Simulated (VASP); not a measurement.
All values below come from PBE GGA, VASP's PBE PAW potentials (set 64) (plane waves; VASP 6.6.1).

A VASP calculation is set up with these files.

File POSCAR:
```
TiTe2
1
    3.8111130000     0.0000000000     0.0000000000
   -1.9055570000     3.3005210000     0.0000000000
    0.0000000000     0.0000000000    17.1706300000
Ti Te
1 2
Direct
  0.0000000000   0.0000000000   0.5000000000
  0.3333330000   0.6666670000   0.5923270000
  0.6666670000   0.3333330000   0.4076730000
```

KPOINTS:
```
Automatic mesh
0
Gamma
7 7 1
0 0 0
```

INCAR:
```
SYSTEM = TiTe2
PREC = Accurate; ENCUT = 300; LREAL = .False.
LASPH = .True.
EDIFF = 1E-6; NELM = 100; ALGO = Normal
LMAXMIX = 4
ISMEAR = 0; SIGMA = 0.1
GGA = PE
ISIF = 2
LWAVE = .False.; LCHARG = .False.
```

POTCAR, in this order: Ti_sv Te (PBE.64 set). Program: vasp_std.

The run wrote:

File OSZICAR:
```
       N       E                     dE             d eps       ncg     rms          rms(c)
DAV:   1     0.124697230795E+03    0.12470E+03   -0.90778E+03   320   0.814E+02
DAV:   2    -0.299403912415E+01   -0.12769E+03   -0.12652E+03   344   0.239E+02
DAV:   3    -0.174982497279E+02   -0.14504E+02   -0.14466E+02   480   0.687E+01
DAV:   4    -0.182157966205E+02   -0.71755E+00   -0.71627E+00   360   0.148E+01
DAV:   5    -0.182690642300E+02   -0.53268E-01   -0.53267E-01   416   0.298E+00    0.123E+01
DAV:   6    -0.180589411966E+02    0.21012E+00   -0.46493E+01   360   0.437E+01    0.150E+01
DAV:   7    -0.164269482017E+02    0.16320E+01   -0.41679E+01   368   0.374E+01    0.583E+00
DAV:   8    -0.160564478345E+02    0.37050E+00   -0.16909E+00   304   0.976E+00    0.220E+00
DAV:   9    -0.160428776164E+02    0.13570E-01   -0.85157E-01   368   0.585E+00    0.146E+00
DAV:  10    -0.160250870633E+02    0.17791E-01   -0.26254E-01   320   0.380E+00    0.679E-01
DAV:  11    -0.160232035910E+02    0.18835E-02   -0.23180E-02   312   0.121E+00    0.178E-01
DAV:  12    -0.160232342101E+02   -0.30619E-04   -0.17050E-03   328   0.331E-01    0.167E-01
DAV:  13    -0.160229455543E+02    0.28866E-03   -0.10528E-03   312   0.124E-01    0.572E-02
DAV:  14    -0.160228495388E+02    0.96016E-04   -0.33962E-04   304   0.132E-01    0.404E-02
DAV:  15    -0.160229073291E+02   -0.57790E-04   -0.24651E-05   328   0.380E-02    0.288E-02
DAV:  16    -0.160229546194E+02   -0.47290E-04   -0.15710E-04   344   0.822E-02    0.307E-02
DAV:  17    -0.160230022469E+02   -0.47628E-04   -0.44692E-05   336   0.449E-02    0.107E-02
DAV:  18    -0.160230557340E+02   -0.53487E-04   -0.31323E-06   272   0.881E-03    0.831E-03
DAV:  19    -0.160230929950E+02   -0.37261E-04   -0.13115E-06   248   0.659E-03    0.949E-03
DAV:  20    -0.160231117811E+02   -0.18786E-04   -0.92270E-07   224   0.336E-03    0.324E-03
DAV:  21    -0.160231159905E+02   -0.42094E-05   -0.24093E-07   192   0.195E-03    0.129E-03
DAV:  22    -0.160231169613E+02   -0.97083E-06   -0.18867E-07   144   0.276E-03
   1 F= -.16023117E+02 E0= -.16019697E+02  d E =-.684050E-02
```

OUTCAR:
```
------------------------ aborting loop because EDIFF is reached ----------------------------------------
  FORCE on cell =-STRESS in cart. coord.  units (eV):
  Direction    XX          YY          ZZ          XY          YZ          ZX
  --------------------------------------------------------------------------------------
  Total        1.5592386      1.5592389      3.6495261     -0.0000002      0.0000000      0.0000000
  in kB       11.5665167     11.5665190     27.0723843     -0.0000018      0.0000000      0.0000000
  external PRESSURE =      16.7351400 kB  Pullay stress =       0.0000000 kB
  volume of cell :      215.98
      direct lattice vectors                 reciprocal lattice vectors
     3.811113000  0.000000000  0.000000000     0.262390541  0.151491274  0.000000000
    -1.905557000  3.300521000  0.000000000     0.000000000  0.302982469  0.000000000
     0.000000000  0.000000000 17.170630000     0.000000000  0.000000000  0.058238981
 POSITION                                       TOTAL-FORCE (eV/Angst)
 -----------------------------------------------------------------------------------
      0.00000      0.00000      8.58531         0.000000      0.000000      0.000000
     -0.00000      2.20035     10.17063         0.000000     -0.000000      1.176915
      1.90556      1.10017      7.00000        -0.000000      0.000000     -1.176915
 -----------------------------------------------------------------------------------
    total drift:                                0.000000      0.000000      0.000000
  FREE ENERGIE OF THE ION-ELECTRON SYSTEM (eV)
  ---------------------------------------------------
  free  energy   TOTEN  =       -16.0231169613 eV

  energy  without entropy=      -16.0162764645  energy(sigma->0) =      -16.01969671
```
(Selected blocks of OUTCAR.)

At this cut-off the stress carries a Pulay error, which pulls relaxed volumes low. The cell holds a wide vacuum, so values per volume refer to the whole cell.

The cell is a sheet with vacuum, built from a generated structure.
